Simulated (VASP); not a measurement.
# CsSnI3 in VASP: how settings move the PBE single point

The PBE single point of CsSnI3 built on the cubic perovskite prototype, under -4.0 % equal strain in all directions is repeated with altered inputs. Which of them can be trusted? This is a trial cell built on a prototype, not taken from a measured structure, and it needn't be the compound's ground state.

Code: VASP 6.6.1. PAW datasets, plane waves. No spin polarisation and no zero-point or thermal motion; the cell was built from a prototype and may be hypothetical.

## Step 1: The structure to begin with

The cell comes from an earlier relaxation with r2SCAN in another program.

It is cubic, Pm-3m (No. 221); a = 5.992 Å in the conventional setting, 43.02 Å³ an atom. Near Cs stand 12 I at 4.24 Å; near Sn stand 6 I at 3.00 Å; near I stand 2 Sn at 3.00 Å and 4 Cs at 4.24 Å.

Structure file:

```cif
data_structure
_symmetry_space_group_name_H-M 'P 1'
_symmetry_Int_Tables_number 1
_cell_length_a 5.9918
_cell_length_b 5.9918
_cell_length_c 5.9918
_cell_angle_alpha 90.000
_cell_angle_beta 90.000
_cell_angle_gamma 90.000
_cell_volume 215.12
loop_
_atom_site_label
_atom_site_type_symbol
_atom_site_fract_x
_atom_site_fract_y
_atom_site_fract_z
_atom_site_occupancy
Cs1 Cs 0.00000 0.00000 0.00000 1
Sn1 Sn 0.50000 0.50000 0.50000 1
I1 I 0.50000 0.50000 0.00000 1
I2 I 0.50000 0.00000 0.50000 1
I3 I 0.00000 0.50000 0.50000 1
```

## Step 2: Reference

INCAR reads:

```
ENCUT = 520.000000
SIGMA = 0.020000
EDIFF = 1.00e-07
GGA = PE
PREC = Accurate
IBRION = -1
ISIF = 2
ISMEAR = -1
NBANDS = 30
NELM = 120
NSW = 0
LASPH = .TRUE.
LCHARG = .FALSE.
LWAVE = .FALSE.
LREAL = .FALSE.
```

KPOINTS reads:

```
KPOINTS created by Atomic Simulation Environment
0
Gamma
4 4 4
0 0 0
```

POSCAR reads:

```
Cs Sn I
 1.0000000000000000
     5.9918310765999996    0.0000000000000000    0.0000000000000000
     0.0000000000000000    5.9918310765999996    0.0000000000000000
     0.0000000000000000    0.0000000000000000    5.9918310765999996
 Cs  Sn  I
   1   1   3
Cartesian
  0.0000000000000000  0.0000000000000000  0.0000000000000000
  2.9959155382999998  2.9959155382999998  2.9959155382999998
  2.9959155382999998  2.9959155382999998  0.0000000000000000
  2.9959155382999998  0.0000000000000000  2.9959155382999998
  0.0000000000000000  2.9959155382999998  2.9959155382999998
```

A file KPOINTS_OPT adds named points for the levels; it doesn't enter the self-consistent loop.

Potentials: the recommended PBE PAW datasets, 44 valence electrons.

Run with:

```
$ mpirun -np 1 vasp_std
```

The closing lines of the self-consistent loop in OSZICAR:

```text
DAV:  15    -0.136601865780E+02   -0.11174E-06   -0.36672E-07   692   0.265E-03    0.221E-03
DAV:  16    -0.136601867841E+02   -0.20607E-06   -0.43730E-08   426   0.176E-03    0.159E-03
DAV:  17    -0.136601867540E+02    0.30084E-07   -0.12957E-08   414   0.126E-03
   1 F= -.13660187E+02 E0= -.13659590E+02  d E =-.119358E-02
```

Run time: 78 s. Hardware: 1 MPI rank of Intel Xeon Platinum 8488C, shared host; peak memory 0.37 GiB.

Values of the reference: energy (σ→0) -13.6596 eV, pressure 3.22 GPa, gap on the mesh 0.00 eV.

## Step 3: Try 1

INCAR reads:

```
ENCUT = 520.000000
EDIFF = 1.00e-07
GGA = PE
PREC = Accurate
IBRION = -1
ISIF = 2
NBANDS = 30
NSW = 0
LCHARG = .FALSE.
LWAVE = .FALSE.
LREAL = .FALSE.
LASPH = .FALSE.
ISMEAR = 2
SIGMA = 0.01
NELM = 88
```

KPOINTS is that of step 2.

POSCAR is that of step 2.

Run with:

```
$ mpirun -np 1 vasp_std
```

Printed to the terminal (iteration lines stand in OSZICAR):

```text
POSCAR found type information on POSCAR CsSnI
 POSCAR found :  3 types and       5 ions
 LDA part: xc-table for (Slater+PW92), standard interpolation
 POSCAR, INCAR and KPOINTS ok, starting setup
 FFT: planning ... GRIDC
 FFT: planning ... GRID_SOFT
 FFT: planning ... GRID
 WAVECAR not read
 entering main loop
```

OSZICAR:

```text
N       E                     dE             d eps       ncg     rms          rms(c)
DAV:   1     0.357925864277E+03    0.35793E+03   -0.18293E+04   600   0.136E+03
DAV:   2     0.341129556007E+02   -0.32381E+03   -0.30864E+03   684   0.299E+02
DAV:   3    -0.117031227698E+02   -0.45816E+02   -0.45114E+02   722   0.118E+02
DAV:   4    -0.137712091504E+02   -0.20681E+01   -0.20621E+01   744   0.287E+01
DAV:   5    -0.138297566256E+02   -0.58547E-01   -0.58529E-01   908   0.474E+00    0.542E+00
DAV:   6    -0.136665809964E+02    0.16318E+00   -0.26380E-01   800   0.277E+00    0.353E+00
DAV:   7    -0.136572526096E+02    0.93284E-02   -0.25309E-01   802   0.206E+00    0.865E-01
DAV:   8    -0.136573399625E+02   -0.87353E-04   -0.39759E-02   726   0.128E+00    0.328E-01
DAV:   9    -0.136575691794E+02   -0.22922E-03   -0.22593E-03   754   0.376E-01    0.865E-02
DAV:  10    -0.136577517049E+02   -0.18253E-03   -0.33778E-04   752   0.953E-02    0.312E-02
DAV:  11    -0.136578083839E+02   -0.56679E-04   -0.22873E-04   740   0.107E-01    0.409E-02
DAV:  12    -0.136578039819E+02    0.44020E-05   -0.19875E-05   740   0.234E-02    0.279E-02
DAV:  13    -0.136578022201E+02    0.17618E-05   -0.25037E-06   786   0.949E-03    0.132E-02
DAV:  14    -0.136578010786E+02    0.11415E-05   -0.30705E-06   806   0.130E-02    0.134E-03
DAV:  15    -0.136578011808E+02   -0.10222E-06   -0.36369E-07   676   0.275E-03    0.215E-03
DAV:  16    -0.136578013732E+02   -0.19231E-06   -0.39988E-08   448   0.167E-03    0.141E-03
DAV:  17    -0.136578013480E+02    0.25138E-07   -0.11462E-08   402   0.117E-03
   1 F= -.13657801E+02 E0= -.13657780E+02  d E =-.867427E-04
```

OUTCAR, selected sections:

```text
k-points           NKPTS =     10   k-points in BZ     NKDIM =     10   number of bands    NBANDS=     30

   NELECT =      44.0000    total number of electrons

   dimension x,y,z NGX =    48 NGY =   48 NGZ =   48
   dimension x,y,z NGXF=    96 NGYF=   96 NGZF=   96

  energy-cutoff  :      520.00
  volume of cell :      215.12
      direct lattice vectors                 reciprocal lattice vectors
     5.991831077  0.000000000  0.000000000     0.166893891  0.000000000  0.000000000
     0.000000000  5.991831077  0.000000000     0.000000000  0.166893891  0.000000000
     0.000000000  0.000000000  5.991831077     0.000000000  0.000000000  0.166893891

 k-points in reciprocal lattice and weights: KPOINTS created by Atomic Simulation Env
   0.00000000  0.00000000  0.00000000       0.016
   0.25000000  0.00000000  0.00000000       0.094
   0.50000000  0.00000000  0.00000000       0.047
   0.25000000  0.25000000  0.00000000       0.188
   0.50000000  0.25000000  0.00000000       0.188
   0.50000000  0.50000000  0.00000000       0.047
   0.25000000  0.25000000  0.25000000       0.125
   0.50000000  0.25000000  0.25000000       0.188
   0.50000000  0.50000000  0.25000000       0.094
   0.50000000  0.50000000  0.50000000       0.016

 E-fermi :   4.1264

 k-point     1 :       0.0000    0.0000    0.0000
  band No.  band energies     occupation
      1     -18.5305      2.00000
      2     -18.2665      2.00000
      3     -18.2665      2.00000
      4     -18.2308      2.00000
      5     -18.2308      2.00000
      6     -18.2308      2.00000
      7      -9.9809      2.00000
      8      -9.0079      2.00000
      9      -9.0079      2.00000
     10      -5.3501      2.00000
     11      -5.3501      2.00000
     12      -5.3501      2.00000
     13      -2.2878      2.00000
     14      -1.4561      2.00000
     15      -1.4561      2.00000
     16      -1.4561      2.00000
     17       1.2076      2.00000
     18       1.2076      2.00000
     19       1.2076      2.00000
     20       1.4376      2.00000
     21       1.4376      2.00000
     22       1.4376      2.00000
     23       5.9527      0.00000
     24       6.6327      0.00000
     25       6.6327      0.00000
     26       6.9513      0.00000
     27       6.9513      0.00000
     28       6.9513      0.00000
     29       9.1427      0.00000
     30       9.1427      0.00000

[... the tables of k-points 2 to 10 left out ...]

  Total        4.3269949      4.3269949      4.3269949     -0.0000000      0.0000000     -0.0000000
  in kB       32.2268812     32.2268812     32.2268812     -0.0000000      0.0000000     -0.0000000
  external PRESSURE =      32.2268812 kB  Pullay stress =       0.0000000 kB

 POSITION                                       TOTAL-FORCE (eV/Angst)
 -----------------------------------------------------------------------------------
      0.00000      0.00000      0.00000         0.000000      0.000000      0.000000
      2.99592      2.99592      2.99592         0.000000      0.000000      0.000000
      2.99592      2.99592      0.00000         0.000000      0.000000      0.000000
      2.99592      0.00000      2.99592         0.000000      0.000000      0.000000
      0.00000      2.99592      2.99592         0.000000      0.000000      0.000000
 -----------------------------------------------------------------------------------
    total drift:                                0.000000     -0.000000     -0.000000

  FREE ENERGIE OF THE ION-ELECTRON SYSTEM (eV)
  ---------------------------------------------------
  free  energy   TOTEN  =       -13.6578013480 eV

  energy  without entropy=      -13.6577146053  energy(sigma->0) =      -13.65777966
```

Run time: 74 s. Hardware: 1 MPI rank of Intel Xeon Platinum 8488C, shared host; peak memory 0.35 GiB.

Changed: LASPH = .FALSE., ISMEAR = 2, SIGMA = 0.01, NELM = 88. VASP runs to the end. Against the reference the energy moves by +0.4 meV/atom.

## Step 4: Try 2

Edit INCAR of step 2 so:

```diff
@@ -4,3 +4,2 @@
 GGA = PE
-PREC = Accurate
 IBRION = -1
@@ -15 +14,3 @@
 LREAL = .FALSE.
+PREC = Single
+ADDGRID = .TRUE.
```

KPOINTS is that of step 2.

POSCAR is that of step 2.

Run with:

```
$ mpirun -np 1 vasp_std
```

Standard output, without the iteration lines:

```text
POSCAR found type information on POSCAR CsSnI
 POSCAR found :  3 types and       5 ions
 LDA part: xc-table for (Slater+PW92), standard interpolation
 POSCAR, INCAR and KPOINTS ok, starting setup
 FFT: planning ... GRIDC
 FFT: planning ... GRID_SOFT
 FFT: planning ... GRID
 WAVECAR not read
 entering main loop
```

OSZICAR:

```text
N       E                     dE             d eps       ncg     rms          rms(c)
DAV:   1     0.357924169569E+03    0.35792E+03   -0.18293E+04   600   0.136E+03
DAV:   2     0.341089406212E+02   -0.32382E+03   -0.30865E+03   684   0.299E+02
DAV:   3    -0.117034285422E+02   -0.45812E+02   -0.45112E+02   722   0.118E+02
DAV:   4    -0.137724320724E+02   -0.20690E+01   -0.20624E+01   744   0.287E+01
DAV:   5    -0.138309893863E+02   -0.58557E-01   -0.58547E-01   908   0.475E+00    0.542E+00
DAV:   6    -0.136686237662E+02    0.16237E+00   -0.26343E-01   800   0.277E+00    0.353E+00
DAV:   7    -0.136597730988E+02    0.88507E-02   -0.25221E-01   802   0.206E+00    0.866E-01
DAV:   8    -0.136598490645E+02   -0.75966E-04   -0.39666E-02   726   0.128E+00    0.329E-01
DAV:   9    -0.136600796038E+02   -0.23054E-03   -0.22494E-03   754   0.375E-01    0.863E-02
DAV:  10    -0.136602596120E+02   -0.18001E-03   -0.33425E-04   744   0.947E-02    0.314E-02
DAV:  11    -0.136603156732E+02   -0.56061E-04   -0.22643E-04   756   0.106E-01    0.407E-02
DAV:  12    -0.136603114519E+02    0.42213E-05   -0.19473E-05   740   0.231E-02    0.280E-02
DAV:  13    -0.136603097842E+02    0.16677E-05   -0.23296E-06   778   0.908E-03    0.138E-02
DAV:  14    -0.136603085842E+02    0.12000E-05   -0.32742E-06   814   0.134E-02    0.142E-03
DAV:  15    -0.136603086937E+02   -0.10942E-06   -0.36746E-07   692   0.266E-03    0.222E-03
DAV:  16    -0.136603088989E+02   -0.20524E-06   -0.43488E-08   426   0.176E-03    0.159E-03
DAV:  17    -0.136603088696E+02    0.29349E-07   -0.12832E-08   414   0.125E-03
   1 F= -.13660309E+02 E0= -.13659712E+02  d E =-.119358E-02
```

From OUTCAR:

```text
k-points           NKPTS =     10   k-points in BZ     NKDIM =     10   number of bands    NBANDS=     30

   NELECT =      44.0000    total number of electrons

   dimension x,y,z NGX =    48 NGY =   48 NGZ =   48
   dimension x,y,z NGXF=    48 NGYF=   48 NGZF=   48

  energy-cutoff  :      520.00
  volume of cell :      215.12
      direct lattice vectors                 reciprocal lattice vectors
     5.991831077  0.000000000  0.000000000     0.166893891  0.000000000  0.000000000
     0.000000000  5.991831077  0.000000000     0.000000000  0.166893891  0.000000000
     0.000000000  0.000000000  5.991831077     0.000000000  0.000000000  0.166893891

 k-points in reciprocal lattice and weights: KPOINTS created by Atomic Simulation Env
   0.00000000  0.00000000  0.00000000       0.016
   0.25000000  0.00000000  0.00000000       0.094
   0.50000000  0.00000000  0.00000000       0.047
   0.25000000  0.25000000  0.00000000       0.188
   0.50000000  0.25000000  0.00000000       0.188
   0.50000000  0.50000000  0.00000000       0.047
   0.25000000  0.25000000  0.25000000       0.125
   0.50000000  0.25000000  0.25000000       0.188
   0.50000000  0.50000000  0.25000000       0.094
   0.50000000  0.50000000  0.50000000       0.016

 E-fermi :   4.1143

 k-point     1 :       0.0000    0.0000    0.0000
  band No.  band energies     occupation
      1     -18.5311      2.00000
      2     -18.2656      2.00000
      3     -18.2656      2.00000
      4     -18.2285      2.00000
      5     -18.2285      2.00000
      6     -18.2285      2.00000
      7      -9.9804      2.00000
      8      -9.0076      2.00000
      9      -9.0076      2.00000
     10      -5.3506      2.00000
     11      -5.3506      2.00000
     12      -5.3506      2.00000
     13      -2.2872      2.00000
     14      -1.4542      2.00000
     15      -1.4542      2.00000
     16      -1.4542      2.00000
     17       1.2060      2.00000
     18       1.2060      2.00000
     19       1.2060      2.00000
     20       1.4372      2.00000
     21       1.4372      2.00000
     22       1.4372      2.00000
     23       5.9532      0.00000
     24       6.6328      0.00000
     25       6.6328      0.00000
     26       6.9514      0.00000
     27       6.9514      0.00000
     28       6.9514      0.00000
     29       9.1454      0.00000
     30       9.1454      0.00000

[... the tables of k-points 2 to 10 left out ...]

  Total        4.3290084      4.3290084      4.3290084     -0.0000000     -0.0000000      0.0000000
  in kB       32.2418779     32.2418779     32.2418779     -0.0000000     -0.0000000      0.0000000
  external PRESSURE =      32.2418779 kB  Pullay stress =       0.0000000 kB

 POSITION                                       TOTAL-FORCE (eV/Angst)
 -----------------------------------------------------------------------------------
      0.00000      0.00000      0.00000         0.000000      0.000000      0.000000
      2.99592      2.99592      2.99592         0.000000      0.000000      0.000000
      2.99592      2.99592      0.00000         0.000000      0.000000      0.000000
      2.99592      0.00000      2.99592         0.000000      0.000000      0.000000
      0.00000      2.99592      2.99592         0.000000      0.000000      0.000000
 -----------------------------------------------------------------------------------
    total drift:                                0.000000     -0.000000     -0.000000

  FREE ENERGIE OF THE ION-ELECTRON SYSTEM (eV)
  ---------------------------------------------------
  free  energy   TOTEN  =       -13.6603088696 eV

  energy  without entropy=      -13.6591152895  energy(sigma->0) =      -13.65971208
```

Wall time 75 s (1 MPI rank of Intel Xeon Platinum 8488C, shared host); peak memory 0.24 GiB.

Changed: PREC = Single, ADDGRID = .TRUE.. VASP runs to the end. Against the reference the energy moves by less than 0.1 meV/atom.

## Step 5: Comparison

| run | changed | ending | energy change (meV/atom) | pressure (GPa) | gap on the mesh (eV; negative: overlap) | electronic steps | time | usable |
| --- | --- | --- | --- | --- | --- | --- | --- | --- |
| ref. | – | converged | 0 | 3.2 | 0.00 | 17 | 78 s | yes |
| 1 | LASPH = .FALSE., ISMEAR = 2, SIGMA = 0.01, NELM = 88 | converged | 0.4 | 3.2 | 0.00 | 17 | 74 s | yes |
| 2 | PREC = Single, ADDGRID = .TRUE. | converged | 0.0 | 3.2 | 0.00 | 17 | 75 s | yes |

Of 2 altered inputs, 2 gave usable results. Among the usable ones with comparable energies, «LASPH = .FALSE., ISMEAR = 2, SIGMA = 0.01, NELM = 88» moves the energy most, by 0.4 meV/atom.

Spin-orbit coupling is left out, though the cell holds I, Sn; it can move the gap.
